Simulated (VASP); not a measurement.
Here is the system:

```yaml
crystal:
  lattice:
    - [1.41383, -2.44882, 0.00000]
    - [1.41383, 2.44882, 0.00000]
    - [0.00000, 0.00000, 4.43999]
  atoms:
    - { symbol: Os, position: [0.33333, 0.66667, 0.25000] }
    - { symbol: Os, position: [0.66667, 0.33333, 0.75000] }
```

These are vdW-DF2, VASP's PBE PAW potentials (set 64) (plane waves; VASP) values and carry that method's errors. Numerical set-up: 520 eV cut-off, Gaussian smearing of 0.050 eV, potentials Os.

Unless said otherwise, spin-orbit coupling is left out, though it shifts the bands of the heavy elements here.

**Question.** Predict the band gap (along the path) with the smallest direct gap where there is one.

**Answer.** 
| Property | Result |
|---|---|
| band gap (along the path) | none (metal, semimetal or under 0.01 eV) |

Total energies compare only between runs with the same potentials, cut-off and functional.

The compound is Os in the hcp structure. It was relaxed first, which changed the volume by +10 %.
